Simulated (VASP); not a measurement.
Calculation: optB88-vdW, VASP's PBE PAW potentials (set 64) (plane waves; VASP 6.6.1).

The input files of a VASP run:

File POSCAR:
```
Ni3Fe
1
    3.5337552050     0.0000000000     0.0000000000
    0.0000000000     3.5337552050     0.0000000000
    0.0000000000     0.0000000000     3.5337552050
Fe Ni
1 3
Direct
  0.0000000000   0.0000000000   0.0000000000
  0.0000000000   0.5000000000   0.5000000000
  0.5000000000   0.0000000000   0.5000000000
  0.5000000000   0.5000000000   0.0000000000
```

File KPOINTS:
```
Regular mesh
0
gamma
 10 10 10
```

### INCAR
```
AGGAC = 0.0
ALGO = Normal
EDIFF = 1E-7
ENCUT = 520
GGA = BO
ISIF = 2
ISMEAR = -5
ISPIN = 2
LASPH = .True.
LCHARG = .True.
LEFG = .True.
LMAXMIX = 4
LORBIT = 11
LREAL = .False.
LUSE_VDW = .True.
LWAVE = .False.
MAGMOM = 2.8 3*0.6
NEDOS = 601
NELM = 100
PARAM1 = 0.1833333333
PARAM2 = 0.22
PREC = Accurate
SYSTEM = Ni3Fe
```

POTCAR, in this order: Fe Ni (PBE.64 set). Program: vasp_std.

Output of the run:

File OUTCAR:
```
 ion  position               nearest neighbor table
   1  0.000  0.000  0.000-   2 2.50   3 2.50   4 2.50   2 2.50   3 2.50   2 2.50   4 2.50   2 2.50
                             3 2.50   4 2.50   3 2.50   4 2.50
   2  0.000  0.500  0.500-   1 2.50   3 2.50   4 2.50   1 2.50   4 2.50   1 2.50   3 2.50   1 2.50
                             3 2.50   4 2.50   4 2.50   3 2.50
   3  0.500  0.000  0.500-   1 2.50   2 2.50   4 2.50   1 2.50   4 2.50   2 2.50   4 2.50   4 2.50
                             1 2.50   2 2.50   1 2.50   2 2.50
   4  0.500  0.500  0.000-   1 2.50   2 2.50   3 2.50   2 2.50   3 2.50   1 2.50   3 2.50   3 2.50
                             1 2.50   2 2.50   2 2.50   1 2.50
  LATTYP: Found a simple cubic cell.
 ALAT       =     3.5337552050
 Subroutine PRICEL returns:
 Original cell was already a primitive cell.
 Subroutine GETGRP returns: Found 48 space group operations
The static configuration has the point symmetry O_h .
The dynamic configuration has the point symmetry O_h .
The overall configuration has the point symmetry O_h .
 Subroutine INISYM returns: Found 48 space group operations
 Subroutine IBZKPT returns following result:
 Found     56 irreducible k-points:

 Following reciprocal coordinates:
            Coordinates               Weight
  0.000000  0.000000  0.000000      1.000000
  0.100000  0.000000  0.000000      6.000000
  0.200000  0.000000  0.000000      6.000000
  0.300000  0.000000  0.000000      6.000000
  0.400000  0.000000  0.000000      6.000000
  0.500000  0.000000  0.000000      3.000000
  0.100000  0.100000  0.000000     12.000000
  0.200000  0.100000  0.000000     24.000000
  0.300000  0.100000  0.000000     24.000000
  0.400000  0.100000  0.000000     24.000000
  0.500000  0.100000  0.000000     12.000000
  0.200000  0.200000  0.000000     12.000000
  0.300000  0.200000  0.000000     24.000000
  0.400000  0.200000  0.000000     24.000000
  0.500000  0.200000  0.000000     12.000000
  0.300000  0.300000  0.000000     12.000000
  0.400000  0.300000  0.000000     24.000000
...
```

OSZICAR:
```
       N       E                     dE             d eps       ncg     rms          rms(c)
DAV:   1     0.251952811238E+03    0.25195E+03   -0.17423E+04  5800   0.213E+03
DAV:   2    -0.355476532988E+01   -0.25551E+03   -0.24742E+03  5680   0.370E+02
DAV:   3    -0.173128377833E+02   -0.13758E+02   -0.13066E+02  5798   0.119E+02
DAV:   4    -0.175335037531E+02   -0.22067E+00   -0.21892E+00  6079   0.153E+01
DAV:   5    -0.175394712248E+02   -0.59675E-02   -0.59495E-02  7870   0.205E+00    0.195E+01
DAV:   6    -0.161719638138E+02    0.13675E+01   -0.40518E+01  6016   0.101E+02    0.265E+01
DAV:   7    -0.182490540792E+02   -0.20771E+01   -0.21719E+01  6825   0.133E+02    0.258E+01
DAV:   8    -0.137789499249E+02    0.44701E+01   -0.14306E+01  6840   0.557E+01    0.652E+00
DAV:   9    -0.139681143667E+02   -0.18916E+00   -0.81536E-01  6336   0.120E+01    0.353E+00
DAV:  10    -0.139345284297E+02    0.33586E-01   -0.16437E-01  8069   0.945E+00    0.135E+00
DAV:  11    -0.139361273465E+02   -0.15989E-02   -0.48728E-02  8930   0.282E+00    0.115E+00
DAV:  12    -0.139364265880E+02   -0.29924E-03   -0.50303E-03  6986   0.190E+00    0.408E-01
DAV:  13    -0.139362409305E+02    0.18566E-03   -0.25346E-03  8123   0.995E-01    0.832E-02
DAV:  14    -0.139361409169E+02    0.10001E-03   -0.32976E-04  7393   0.198E-01    0.137E-01
DAV:  15    -0.139361712225E+02   -0.30306E-04   -0.95026E-05  6819   0.261E-01    0.402E-02
DAV:  16    -0.139361818808E+02   -0.10658E-04   -0.92471E-06  7568   0.435E-02    0.346E-02
DAV:  17    -0.139361998879E+02   -0.18007E-04   -0.50588E-06  7897   0.605E-02    0.675E-03
DAV:  18    -0.139362017450E+02   -0.18571E-05   -0.14242E-06  6805   0.149E-02    0.250E-03
DAV:  19    -0.139362042841E+02   -0.25391E-05   -0.96245E-08  3106   0.764E-03    0.152E-03
DAV:  20    -0.139362037860E+02    0.49807E-06   -0.63531E-08  3038   0.522E-03    0.336E-04
DAV:  21    -0.139362038470E+02   -0.60993E-07   -0.11680E-08  3025   0.114E-03
   1 F= -.13936204E+02 E0= -.13936204E+02  d E =0.000000E+00  mag=     4.5795
```

### OUTCAR
```
------------------------ aborting loop because EDIFF is reached ----------------------------------------
  FORCE on cell =-STRESS in cart. coord.  units (eV):
  Direction    XX          YY          ZZ          XY          YZ          ZX
  --------------------------------------------------------------------------------------
  Total       -0.0442829     -0.0442829     -0.0442829      0.0000000     -0.0000000      0.0000000
  in kB       -1.6078176     -1.6078176     -1.6078176      0.0000000     -0.0000000      0.0000000
  external PRESSURE =      -1.6078176 kB  Pullay stress =       0.0000000 kB
  volume of cell :       44.13
      direct lattice vectors                 reciprocal lattice vectors
     3.533755205  0.000000000  0.000000000     0.282985080  0.000000000  0.000000000
     0.000000000  3.533755205  0.000000000     0.000000000  0.282985080  0.000000000
     0.000000000  0.000000000  3.533755205     0.000000000  0.000000000  0.282985080
 POSITION                                       TOTAL-FORCE (eV/Angst)
 -----------------------------------------------------------------------------------
      0.00000      0.00000      0.00000         0.000000      0.000000      0.000000
      0.00000      1.76688      1.76688         0.000000      0.000000      0.000000
      1.76688      0.00000      1.76688         0.000000      0.000000      0.000000
      1.76688      1.76688      0.00000         0.000000      0.000000      0.000000
 -----------------------------------------------------------------------------------
    total drift:                                0.000000      0.000000      0.000000
  FREE ENERGIE OF THE ION-ELECTRON SYSTEM (eV)
  ---------------------------------------------------
  free  energy   TOTEN  =       -13.9362038470 eV

  energy  without entropy=      -13.9362038470  energy(sigma->0) =      -13.93620385

 total charge

# of ion       s       p       d       tot
------------------------------------------
    1        0.476   0.494   6.163   7.133
    2        0.508   0.507   8.366   9.381
    3        0.508   0.507   8.366   9.381
    4        0.508   0.507   8.366   9.381
--------------------------------------------------
tot          1.999   2.014  31.262  35.275

 magnetization (x)

# of ion       s       p       d       tot
------------------------------------------
    1        0.011   0.001   2.822   2.834
    2       -0.016  -0.041   0.643   0.586
    3       -0.016  -0.041   0.643   0.586
    4       -0.016  -0.041   0.643   0.586
--------------------------------------------------
tot         -0.037  -0.123   4.750   4.591

 Electric field gradients after diagonalization (V/A^2)
 (convention: |V_zz| > |V_xx| > |V_yy|)
----------------------------------------------------------------------
 ion       V_xx      V_yy      V_zz     asymmetry (V_yy - V_xx)/ V_zz
----------------------------------------------------------------------
   1       0.000     0.000    -0.000       0.312
   2      -1.180    -1.180     2.360       0.000
   3      -1.180    -1.180     2.360       0.000
   4      -1.180    -1.180     2.360       0.000
```
(Selected blocks of OUTCAR.)

For a metal the tetrahedron method with Blöchl corrections gives inexact stress and forces.

The compound is Ni3Fe in the L1_2 structure. It was relaxed first.
